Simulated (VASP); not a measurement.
Input:

```
CELL_PARAMETERS angstrom
      3.55149     0.00000     0.00000
      0.00000     3.51222     0.00000
      0.00000     0.00000     3.61517
ATOMIC_POSITIONS crystal
  Fe 0.00000 0.00000 0.00000
  Ni 0.00000 0.50000 0.50000
  Ni 0.50000 0.00000 0.50000
  Ni 0.51641 0.50000 0.00000
```
Starting moments (μB, in the order of the record's atoms Fe Ni Ni Ni): 3.0 0.7 0.7 0.7.

Computed with PBE GGA + U (Dudarev), VASP's PBE PAW potentials (set 64) (plane waves; VASP). Numerical set-up: 400 eV cut-off, 8×8×8 Γ-centred mesh, first-order Methfessel-Paxton smearing of 0.10 eV, potentials Fe Ni, U − J: Fe 2.00 eV, Ni 2.00 eV.

**Question.** Which forces act on the atoms, in eV/Å?

**Answer.** 
| atom | Fx | Fy | Fz |
|---|---|---|---|
| Fe1 | 0.216 | 0.000 | 0.000 |
| Ni2 | 0.202 | 0.000 | 0.000 |
| Ni3 | 0.033 | 0.000 | 0.000 |
| Ni4 | -0.451 | 0.000 | 0.000 |

**Question.** Give the stress tensor in GPa (positive for a compressed cell).

**Answer.** 
```
-3.77   0.00   0.00
 0.00  -2.57   0.00
 0.00   0.00  -5.46
```
The pressure is its mean diagonal, -3.93 GPa.

The compound is Ni3Fe in the L1_2 structure. The cell was not relaxed at this level, atoms are displaced from their ideal sites. The run is one of a series of settings (LDAU = .TRUE., LDAUJ = 0 0, LDAUL = 2 2, LDAUTYPE = 2, LDAUU = 2.0 2.0 against the base run), some of them coarse on purpose.
